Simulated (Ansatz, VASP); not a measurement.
One calculation of LaOs2F2, two programs

```
F La Os
1.0
     0.00000    3.95675    0.00000
     3.95675    0.00000    0.00000
     1.97838    1.97838   -4.75561
F La Os
2 1 2
Direct
  0.37600 0.37600 0.24800
  0.62400 0.62400 0.75200
  0.00000 0.00000 0.00000
  0.75000 0.25000 0.50000
  0.25000 0.75000 0.50000
```

Alike in both runs: task single point; functional PBE; k mesh 9 × 9 × 9; no spin polarisation.

```csv
,VASP,Ansatz
version,VASP 6.6.1,Ansatz 0.2.0
potentials or method,"VASP PAW PBE potentials, release 64 (F, La, Os)",PAW plane waves
plane-wave cutoff (eV),520,420
occupations,"fermi-dirac, width 0.1 eV",fermi-dirac
valence electrons in the cell,41,57
```

|  | VASP | Ansatz | Ansatz less VASP |
| --- | --- | --- | --- |
| pressure (GPa) | 15.2 | 15.1 | -0.06 |
| largest component of the traceless stress (GPa) | 13.31 | 13.47 | +0.162 |
| rms of the force components (eV/Å) | 0.704 | 0.690 | -0.0141 |

Atom by atom the forces differ by 0.014 eV/Å (rms over components). The two sets of potentials don't hold the same shells in valence.

Caveats: so large a pressure means that the cell lies far from this level's equilibrium, or that cutoff or potentials fall short (VASP); an odd number of electrons without spin polarisation forces a metal; a magnetic or distorted state may lie lower. Spin-orbit coupling is left out, which matters for the levels of La, Os.
